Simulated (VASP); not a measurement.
# Na2Sc (P-3m1) in VASP: further runs

The runs below take Na2Sc through relaxation of cell and atoms, with PBE, RPBE.

All numbers are computed with VASP 6.6.1; they aren't measurements. Logs are shortened: lines on timing, memory, paths and dates and some standing lists are left out, and cuts for length are marked.

### 1 The structure

Symmetry: P-3m1, No. 164, trigonal system. Conventional cell: a = 3.373 Å, b = 3.373 Å, c = 5.630 Å, α = 90.00°, β = 90.00°, γ = 120.00°. Na (site symmetry 3m) is surrounded by 3 Sc at 2.40 Å. Sc (site symmetry -3m) has 6 Na at 2.40 Å as nearest neighbours.

The cell was built by a generator and needn't be a form met in nature.

### 2 Relaxation of cell and atoms, PBE

Contents of INCAR:

```
SYSTEM = Na2Sc
  ALGO = Fast
  EDIFF = 1E-6
  EDIFFG = -0.005
  ENCUT = 600
  GGA = PE
  IBRION = 2
  ISIF = 3
  ISMEAR = 1
  LASPH = .True.
  LCHARG = .False.
  LREAL = .False.
  LWAVE = .False.
  NELM = 80
  NSW = 40
  PREC = Accurate
  SIGMA = 0.1
```

Contents of KPOINTS:

```
k-points
0
Gamma
  9 9 5
  0 0 0
```

Contents of POSCAR:

```
Na2Sc
1.0
    3.3730850600      0.0000000000      0.0000000000
   -1.6865425300      2.9211773500      0.0000000000
    0.0000000000      0.0000000000      5.6300470300
Na Sc
2 1
Direct
    0.3333333300      0.6666666700      0.2500000000
    0.6666666700      0.3333333300      0.7500000000
    0.0000000000      0.0000000000      0.0000000000
```

Potentials or basis: VASP PAW PBE potentials, release 64 (Na_pv, Sc_sv).

Command:

```bash
cat potpaw_PBE.64/Na_pv/POTCAR potpaw_PBE.64/Sc_sv/POTCAR > POTCAR
mpirun -np 1 vasp_std > vasp.out
```

OUTCAR:

```text
SYSTEM = Na2Sc
   EDIFF = 1E-6
   EDIFFG = -0.005
   ENCUT = 600
   GGA = PE
   IBRION = 2
   ISIF = 3
   ISMEAR = 1
   LASPH = .True.
   LREAL = .False.
   NELM = 80
   NSW = 40
   PREC = Accurate

 ion  position               nearest neighbor table
   1  0.333  0.667  0.250-   3 2.40   3 2.40   3 2.40
   2  0.667  0.333  0.750-   3 2.40   3 2.40   3 2.40
   3  0.000  0.000  0.000-   1 2.40   2 2.40   1 2.40   2 2.40   2 2.40   1 2.40

  LATTYP: Found a hexagonal cell.
 ALAT       =     3.3730850600
 C/A-ratio  =     1.6691091182

  Lattice vectors:

 A1 = (   3.3730850600,   0.0000000000,   0.0000000000)
 A2 = (  -1.6865425300,   2.9211773500,   0.0000000000)
 A3 = (   0.0000000000,   0.0000000000,   5.6300470300)

Analysis of symmetry for initial positions (statically):
=====================================================================
 Subroutine PRICEL returns:
 Original cell was already a primitive cell.

 Routine SETGRP: Setting up the symmetry group for a
 hexagonal supercell.

 Subroutine GETGRP returns: Found 12 space group operations
 (whereof 12 operations were pure point group operations)
 out of a pool of 24 trial point group operations.

The static configuration has the point symmetry D_3d.

Analysis of symmetry for dynamics (positions and initial velocities):
=====================================================================
 Subroutine PRICEL returns:
 Original cell was already a primitive cell.

 Routine SETGRP: Setting up the symmetry group for a
 hexagonal supercell.

 Subroutine GETGRP returns: Found 12 space group operations
 (whereof 12 operations were pure point group operations)
 out of a pool of 24 trial point group operations.

The dynamic configuration has the point symmetry D_3d.

 Subroutine INISYM returns: Found 12 space group operations
 (whereof 12 operations are pure point group operations),
 and found     1 'primitive' translations

----------------------------------------------------------------------------------------

                                     Primitive cell

  volume of cell :      55.4750

  direct lattice vectors                    reciprocal lattice vectors
     3.373085060  0.000000000  0.000000000     0.296464507  0.171163863  0.000000000
    -1.686542530  2.921177350  0.000000000     0.000000000  0.342327726  0.000000000
     0.000000000  0.000000000  5.630047030     0.000000000  0.000000000  0.177618410

  length of vectors
     3.373085060  3.373085059  5.630047030     0.342327726  0.342327726  0.177618410

  position of ions in fractional coordinates (direct lattice)
     0.333333330  0.666666670  0.250000000
     0.666666670  0.333333330  0.750000000
     0.000000000  0.000000000  0.000000000

  ion indices of the primitive-cell ions
   primitive index   ion index
                 1           1
                 2           2
                 3           3

----------------------------------------------------------------------------------------

 KPOINTS: k-points

Automatic generation of k-mesh.
 Grid dimensions read from file:
 generate k-points for:    9    9    5

 Generating k-lattice:

  Cartesian coordinates                     Fractional coordinates (reciprocal lattice)
     0.032940501  0.019018207  0.000000000     0.111111111 -0.000000000  0.000000000
     0.000000000  0.038036414  0.000000000     0.000000000  0.111111111  0.000000000
     0.000000000  0.000000000  0.035523682     0.000000000  0.000000000  0.200000000

  Length of vectors
     0.038036414  0.038036414  0.035523682

  Shift w.r.t. Gamma in fractional coordinates (k-lattice)
     0.000000000  0.000000000  0.000000000

 Subroutine IBZKPT returns following result:
 ===========================================

 Found     50 irreducible k-points:

 Following reciprocal coordinates:
            Coordinates               Weight
  0.000000  0.000000  0.000000      1.000000
  0.111111 -0.000000  0.000000      6.000000
  0.222222 -0.000000  0.000000      6.000000
  0.333333  0.000000  0.000000      6.000000
  0.444444 -0.000000  0.000000      6.000000
  0.111111  0.111111  0.000000      6.000000
[... 16 lines left out ...]
  0.222222  0.111111  0.200000     12.000000
 -0.111111  0.333333  0.200000     12.000000
 [... further k-points ...]
   k-points           NKPTS =     50   k-points in BZ     NKDIM =     50   number of bands    NBANDS=     16
   number of dos      NEDOS =    301   number of ions     NIONS =      3
   total plane-waves  NPLWV =  37632
   dimension x,y,z NGX =    28 NGY =   28 NGZ =   48
   dimension x,y,z NGXF=    56 NGYF=   56 NGZF=   96
   ions per type =               2   1
   NGX,Y,Z   is equivalent  to a cutoff of  13.80, 13.80, 14.17 a.u.
   NGXF,Y,Z  is equivalent  to a cutoff of  27.60, 27.60, 28.35 a.u.
 SYSTEM =  Na2Sc
   PREC   = accura    normal or accurate (medium, high low for compatibility)
   ISTART =      0    job   : 0-new  1-cont  2-samecut
   ICHARG =      2    charge: 1-file 2-atom 10-const
   ISPIN  =      1    spin polarized calculation?
   LNONCOLLINEAR =      F non collinear calculations
   LSORBIT =      F    spin-orbit coupling
   LASPH  =      T    aspherical Exc in radial PAW
   ENCUT  =  600.0 eV  44.10 Ry    6.64 a.u.   6.74  6.74 11.24*2*pi/ulx,y,z
   NELM   =     80;   NELMIN=  2; NELMDL= -5     # of ELM steps
   EDIFF  = 0.1E-05   stopping-criterion for ELM
   LREAL  =      F    real-space projection
   EDIFFG = -.5E-02   stopping-criterion for IOM
   NSW    =     40    number of steps for IOM
   IBRION =      2    ionic relax: 0-MD 1-quasi-New 2-CG
   NFREE  =      1    steps in history (QN), initial steepest desc. (CG)
   ISIF   =      3    stress and relaxation
   ISYM   =      2    0-nonsym 1-usesym 2-fastsym
   POTIM  = 0.5000    time-step for ionic-motion
   TEBEG  =    0.0;   TEEND  =   0.0 temperature during run
   PSTRESS=    0.0 pullay stress
   NELECT =      25.0000    total number of electrons
   NUPDOWN=      -1.0000    fix difference up-down
   EMIN   =  10.00;   EMAX   =-10.00  energy-range for DOS
   EFERMI =   0.00;   METHOD = LEGACY
   ISMEAR =     1;   SIGMA  =   0.10  broadening in eV -4-tet -1-fermi 0-gaus
   EFERMI_NEDOS =   21; number of points for ismear=-14 and -15
   IALGO  =     68    algorithm
   IMIX   =      4    mixing-type and parameters
     AMIX     =   0.40;   BMIX     =  1.00
     AMIX_MAG =   1.60;   BMIX_MAG =  1.00
  volume/ion in A,a.u.               =      18.49       124.79
  Fermi-wavevector in a.u.,A,eV,Ry     =   1.255131  2.371854 21.433993  1.575354
  Thomas-Fermi vector in A             =   2.388903
   LORBIT       =      0    0 simple, 1 ext, 2 COOP (PROOUT), +10 PAW based schemes
   GGA     = PE    functional components
   LHFCALC =     F    Hartree Fock is set to
   AEXX    =    0.0000 exact exchange contribution
   IVDW    =     0    specifies the selected vdW correction
   LEPSILON=     F    determine dielectric tensor
   LRPA    =     F    only Hartree local field effects (RPA)
 conjugate gradient relaxation of ions
 non-spin polarized calculation
 RMM-DIIS sequential band-by-band and
 Methfessel and Paxton  Order N= 1 SIGMA  =   0.10
  energy-cutoff  :      600.00
  volume of cell :       55.47
 maximum number of plane-waves:      1865
 NGX is ok and might be reduce to    28
   NGX = 13   NGY = 13   NGZ = 23

--------------------------------------- Ionic step        1  -------------------------------------------

 number of electron      24.9999999 magnetization

 Free energy of the ion-electron system (eV)
  ---------------------------------------------------
  ext. energy  EPLUGINS =         0.00000000
  ---------------------------------------------------
  free energy    TOTEN  =        -2.89354080 eV

  energy without entropy =       -2.89387077  energy(sigma->0) =       -2.89365079

 E-fermi :   3.8663     XC(G=0):  -9.3697

 val. band max:        3.8633715026   @ k =   0.0000   0.1111   0.2000
 cond. band min:       3.8687442808   @ k =   0.0000   0.0000   0.2000
 fundamental gap:      0.0053727782
 Fermi energy:         3.8662733594

 k-point     1 :       0.0000    0.0000    0.0000
  band No.  band energies     occupation
      1     -45.6999      2.00000
      2     -24.6730      2.00000
      3     -24.3054      2.00000
      4     -24.3054      2.00000
      5     -21.4175      2.00000
      6     -21.3735      2.00000
[... 8 lines left out ...]
     15       4.7498     -0.00000
     16       5.7922     -0.00000
[... 420 lines left out ...]
  band No.  band energies     occupation
      1     -45.6827      2.00000
      2     -24.6897      2.00000
      3     -24.4969      2.00000
      4     -24.3775      2.00000
      5     -21.4089      2.00000
      6     -21.3943      2.00000
[... 8 lines left out ...]
     15       5.5370     -0.00000
     16       6.0512      0.00000

 [... further k-points ...]
[... 5 lines left out ...]
  --------------------------------------------------------------------------------------
  -------------------------------------------------------------------------------------
  Total        9.7978296      9.7978296     10.8711546      0.0000000      0.0000000      0.0000000
  in kB      282.9718431    282.9718429    313.9706226      0.0000000      0.0000000      0.0000000
  external PRESSURE =     293.3047695 kB  Pullay stress =       0.0000000 kB
[... 92 lines left out ...]
  FREE ENERGIE OF THE ION-ELECTRON SYSTEM (eV)
  ---------------------------------------------------
  free  energy   TOTEN  =        -6.8798105074 eV

  energy  without entropy=       -6.8803899658  energy(sigma->0) =       -6.88000366

[... ionic steps 4 to 19 ...]

--------------------------------------- Ionic step       20  -------------------------------------------

 number of electron      24.9999976 magnetization

------------------------ aborting loop because EDIFF is reached ----------------------------------------

  FORCE on cell =-STRESS in cart. coord.  units (eV):
  Direction    XX          YY          ZZ          XY          YZ          ZX
  --------------------------------------------------------------------------------------
  -------------------------------------------------------------------------------------
  Total       -0.0736895     -0.0736895     -0.0522108      0.0000000     -0.0000000     -0.0000000
  in kB       -1.3324508     -1.3324508     -0.9440745      0.0000000     -0.0000000     -0.0000000
  external PRESSURE =      -1.2029921 kB  Pullay stress =       0.0000000 kB
[... 59 lines left out ...]
  energy  without entropy=       -8.0636513019  energy(sigma->0) =       -8.06612932

--------------------------------------- Ionic step       22  -------------------------------------------

 number of electron      24.9999977 magnetization

 Free energy of the ion-electron system (eV)
  ---------------------------------------------------
  ext. energy  EPLUGINS =         0.00000000
  ---------------------------------------------------
  free energy    TOTEN  =        -8.06760299 eV

  energy without entropy =       -8.06387337  energy(sigma->0) =       -8.06635978

 E-fermi :   1.6415     XC(G=0):  -7.8216

 val. band max:        1.6388628296   @ k =   0.3333   0.2222   0.0000
 cond. band min:       1.6587784394   @ k =  -0.2222  -0.4444   0.2000
 fundamental gap:      0.0199156098
 Fermi energy:         1.6414814927

 k-point     1 :       0.0000    0.0000    0.0000
  band No.  band energies     occupation
      1     -48.4407      2.00000
      2     -27.1203      2.00000
      3     -26.9194      2.00000
      4     -26.9194      2.00000
      5     -22.8989      2.00000
      6     -22.8742      2.00000
[... 8 lines left out ...]
     15       2.9587     -0.00000
     16       2.9587     -0.00000
[... 420 lines left out ...]
  band No.  band energies     occupation
      1     -48.4247      2.00000
      2     -27.1014      2.00000
      3     -27.0454      2.00000
      4     -26.9583      2.00000
      5     -22.9172      2.00000
      6     -22.9157      2.00000
[... 8 lines left out ...]
     15       2.5238     -0.00000
     16       3.5647     -0.00000

 [... further k-points ...]
[... 5 lines left out ...]
  --------------------------------------------------------------------------------------
  -------------------------------------------------------------------------------------
  Total        0.0040974      0.0040974     -0.0021793     -0.0000000      0.0000000      0.0000000
  in kB        0.0744808      0.0744808     -0.0396145     -0.0000000      0.0000000      0.0000000
  external PRESSURE =       0.0364490 kB  Pullay stress =       0.0000000 kB
[... 18 lines left out ...]
  FREE ENERGIE OF THE ION-ELECTRON SYSTEM (eV)
  ---------------------------------------------------
  free  energy   TOTEN  =        -8.0676029900 eV

  energy  without entropy=       -8.0638733713  energy(sigma->0) =       -8.06635978

 reached required accuracy - stopping structural energy minimisation
```

Run time: 16 min. Hardware: 1 thread of Intel Xeon Platinum 8488C (Sapphire Rapids), shared host; peak memory 0.22 GiB.

What came out:

- Free energy: -8.0676 eV
- Relaxed volume: 29.38 Å³/atom
- Relaxed cell: a = 3.379 Å, b = 3.379 Å, c = 8.914 Å, α = 90.00°, β = 90.00°, γ = 120.00°
- Space group after relaxing (to 0.05 Å): P-3m1 (No. 164)
- Energy gained by relaxing: 1724.7 meV/atom
- Ionic steps: 22
- Pressure after relaxing: 0.0 GPa
- Largest force after relaxing: 0.003 eV/Å
- Band gap on the k mesh: none (metal or under the smearing width)

Forces on the atoms (eV/Å):
```
Na   0.000  0.000 -0.003
Na   0.000  0.000  0.003
Sc   0.000  0.000  0.000
```

The path:
| step | energy change (eV) | largest force (eV/Å) | pressure (GPa) | volume (Å³) |
| --- | --- | --- | --- | --- |
| 1 | 0.0000 | 3.9643 | 29.33 | 55.47 |
| 2 | -3.6958 | 1.3620 | 3.66 | 87.33 |
| 3 | -3.9863 | 0.8639 | 0.49 | 99.32 |
| 4 | -3.4488 | 0.0855 | -2.06 | 126.50 |
| 5 | -4.0443 | 0.5220 | -1.18 | 110.12 |
| 6 | -4.0461 | 0.5888 | -0.82 | 107.60 |
| 7 | -4.2852 | 0.4858 | -1.15 | 106.18 |
| 8 | -4.9156 | 0.1015 | -1.64 | 100.06 |
| 9 | -4.4762 | 0.3712 | 0.78 | 81.30 |
| 10 | -5.0965 | 0.1208 | -1.61 | 96.06 |
| 11 | -5.1287 | 0.2021 | -1.37 | 93.60 |
| 12 | -5.1270 | 0.1840 | -1.45 | 94.14 |
| 13 | -5.1596 | 0.1372 | 0.48 | 85.52 |
| 14 | -5.1621 | 0.1503 | 0.04 | 87.23 |
| 15 | -5.1664 | 0.1093 | 0.06 | 87.26 |
| 16 | -5.1696 | 0.0649 | 0.12 | 87.29 |
| 17 | -5.1678 | 0.0299 | 0.24 | 87.34 |
| 18 | -5.1702 | 0.0452 | 0.16 | 87.30 |
| 19 | -5.1732 | 0.0228 | 0.00 | 88.03 |
| 20 | -5.1738 | 0.0106 | -0.12 | 88.61 |
| 21 | -5.1738 | 0.0149 | -0.10 | 88.57 |
| 22 | -5.1741 | 0.0034 | 0.00 | 88.14 |

Final structure:
```cif
data_structure
_symmetry_space_group_name_H-M 'P 1'
_symmetry_Int_Tables_number 1
_cell_length_a 3.3789
_cell_length_b 3.3789
_cell_length_c 8.9142
_cell_angle_alpha 90.000
_cell_angle_beta 90.000
_cell_angle_gamma 120.000
_cell_volume 88.14
loop_
_atom_site_label
_atom_site_type_symbol
_atom_site_fract_x
_atom_site_fract_y
_atom_site_fract_z
_atom_site_occupancy
Na1 Na 0.33333 0.66667 0.32384 1
Na2 Na 0.66667 0.33333 0.67616 1
Sc1 Sc 0.00000 0.00000 0.00000 1
```

Caveat: the volume moved by over 15 % at a fixed basis, so the end points are rough.

### 3 Relaxation of cell and atoms, RPBE

Contents of INCAR:

```
  ALGO = Normal
  EDIFF = 1E-6
  EDIFFG = -0.02
  ENCUT = 600
  GGA = RP
  IBRION = 2
  ISIF = 3
  ISMEAR = 1
  LASPH = T
  LCHARG = F
  LREAL = F
  LWAVE = F
  NELM = 100
  NSW = 60
  PREC = Accurate
  SIGMA = 0.1
```

Contents of KPOINTS:

```
k-points
0
Gamma
  9 9 5
```

POSCAR is that of step 2.

Potentials or basis: VASP PAW PBE potentials, release 64 (Na_pv, Sc_sv).

Command:

```bash
cat potpaw_PBE.64/Na_pv/POTCAR potpaw_PBE.64/Sc_sv/POTCAR > POTCAR
mpirun -np 1 vasp_std > vasp.out
```

Run time: 6.9 min. Hardware: 1 thread of Intel Xeon Platinum 8488C (Sapphire Rapids), shared host; peak memory 0.22 GiB.

It converged, with:

* Free energy: -7.5077 eV
* Relaxed volume: 30.80 Å³/atom
* Relaxed cell: a = 3.437 Å, b = 3.437 Å, c = 9.030 Å, α = 90.00°, β = 90.00°, γ = 120.00°
* Space group after relaxing (to 0.05 Å): P-3m1 (No. 164)
* Energy gained by relaxing: 1853.9 meV/atom
* Ionic steps: 20
* Pressure after relaxing: 0.0 GPa
* Largest force after relaxing: 0.007 eV/Å
* Band gap on the k mesh: none (metal or under the smearing width)

Forces on the atoms (eV/Å):
```
Na   0.000  0.000 -0.007
Na   0.000  0.000  0.007
Sc   0.000  0.000  0.000
```

Step by step:
| step | energy change (eV) | largest force (eV/Å) | pressure (GPa) | volume (Å³) |
| --- | --- | --- | --- | --- |
| 1 | 0.0000 | 4.0953 | 31.53 | 55.47 |
| 2 | -4.1014 | 1.3340 | 3.80 | 90.12 |
| 3 | -4.4038 | 0.8513 | 0.73 | 102.64 |
| 4 | -4.3587 | 0.1863 | -2.07 | 131.08 |
| 5 | -4.4736 | 0.5047 | -0.93 | 114.52 |
| 6 | -4.4742 | 0.5545 | -0.71 | 112.55 |
| 7 | -4.6960 | 0.4589 | -1.01 | 111.25 |
| 8 | -5.2906 | 0.1017 | -1.47 | 105.50 |
| 9 | -5.0022 | 0.3299 | -0.39 | 87.40 |
| 10 | -5.4812 | 0.1152 | -1.50 | 101.28 |
| 11 | -5.5154 | 0.1888 | -1.38 | 98.70 |
| 12 | -5.5135 | 0.1751 | -1.41 | 99.26 |
| 13 | -5.5480 | 0.1319 | 0.50 | 89.75 |
| 14 | -5.5509 | 0.1423 | 0.01 | 91.71 |
| 15 | -5.5549 | 0.1096 | 0.06 | 91.73 |
| 16 | -5.5581 | 0.0504 | 0.12 | 91.76 |
| 17 | -5.5608 | 0.0327 | -0.02 | 92.42 |
| 18 | -5.5614 | 0.0233 | -0.11 | 92.83 |
| 19 | -5.5614 | 0.0219 | -0.11 | 92.88 |
| 20 | -5.5617 | 0.0070 | 0.00 | 92.40 |

Final structure:
```
Na Sc
1.0
     3.43746    0.00000    0.00000
    -1.71873    2.97693    0.00000
     0.00000    0.00000    9.02956
Na Sc
2 1
Direct
  0.33333 0.66667 0.32422
  0.66667 0.33333 0.67578
  0.00000 0.00000 0.00000
```

Levels at points of the mesh, in eV from the Fermi level:
```tsv
k point	band 9	band 10	band 11	band 12	band 13	band 14	band 15	band 16
(0.00, 0.00, 0.00)	-24.53	-24.53	-4.20	-2.31	-1.91	0.37	1.27	1.27
```

Caveat: the volume moved by over 15 % at a fixed basis, so the end points are rough; the PAW data sets were made with another functional, which shifts forces and pressure a little.

### 4 For comparison

An earlier run on the cell as given: functional PBE; potentials or basis VASP PAW PBE potentials, release 64 (Na_pv, Sc_sv); cutoff 520 eV; k mesh 9 × 9 × 5; occupations fermi-dirac, width 0.05 eV; no spin polarisation.

- Pressure: 29.5 GPa
- Largest force: 3.978 eV/Å
- Band gap on the k mesh: none (metal or under the smearing width)

### 5 The runs side by side

| task | level | cell | cutoff (eV) | smearing | gap on the mesh (eV) | pressure (GPa) | relaxed volume (Å³/atom) | largest force (eV/Å) |
| --- | --- | --- | --- | --- | --- | --- | --- | --- |
| relaxation of cell and atoms | PBE | relaxed | 600 | methfessel-paxton 0.1 eV | none | 0.0 | 29.38 | - |
| relaxation of cell and atoms | RPBE | relaxed | 600 | methfessel-paxton 0.1 eV | none | 0.0 | 30.80 | 0.01 |
| single point | PBE | as given | 520 | fermi-dirac 0.05 eV | none | 29.5 | - | 3.98 |

Alike in all rows: potentials or basis VASP PAW PBE potentials, release 64 (Na_pv, Sc_sv); no spin polarisation; k mesh 9 × 9 × 5.

Caveats: the volume moved by over 15 % at a fixed basis, so the end points are rough (some runs); the PAW data sets were made with another functional, which shifts forces and pressure a little (some runs); a pressure of tens of GPa on the cell as given is suspect, and the run, the potentials or the cell itself is likely at fault (some runs); forces of over 1 eV/Å show positions far from the minimum, so gaps and moduli don't describe the material at rest (some runs).

Absolute energies hang on the potentials; compare differences alone.
